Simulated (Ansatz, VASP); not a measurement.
## One calculation of Li2Cu, two programs

```xyz
9
Lattice="0.0000 4.6561 4.6561 4.6561 0.0000 4.6561 4.6561 4.6561 0.0000" Properties=species:S:1:pos:R:3 pbc="T T T"
Li    0.0000    2.3281    2.3281
Li    4.6561    2.3281    2.3281
Li    2.3281    0.0000    2.3281
Li    2.3281    4.6561    2.3281
Li    2.3281    2.3281    0.0000
Li    2.3281    2.3281    4.6561
Cu    2.3281    2.3281    2.3281
Cu    6.9842    6.9842    6.9842
Cu    4.6561    4.6561    4.6561
```

Alike in both runs: task relaxation of cell and atoms; functional PBE; k mesh 8 × 8 × 8; occupations gaussian, width 0.1 eV; no spin polarisation.

|  | VASP | Ansatz |
| --- | --- | --- |
| version | VASP 6.6.1 | Ansatz 0.2.0 |
| potentials or method | VASP PAW PBE potentials, release 64 (Li_sv, Cu) | scalar-relativistic, plane waves, PAW |
| plane-wave cutoff (eV) | 600 | 420 |
| valence electrons in the cell | 51 | 75 |

|  | VASP | Ansatz | Ansatz less VASP |
| --- | --- | --- | --- |
| gap on the k mesh at the Fermi level, each at its own relaxed structure (eV) | none | none | - |
| relaxed volume (Å³/atom) | 22.91 | 22.96 | +0.042 |
| relaxed cell length with the largest relative difference (Å) | 6.632 | 6.636 | +0.0040 |

A gap of «none» marks a metal or a gap that the smearing closes. The two sets of potentials don't hold the same shells in valence.

Caveats: the cutoff is under 1.25 times the usual one of these potentials, so pressure, stress and relaxed cells hold a basis-set (Pulay) error (VASP).
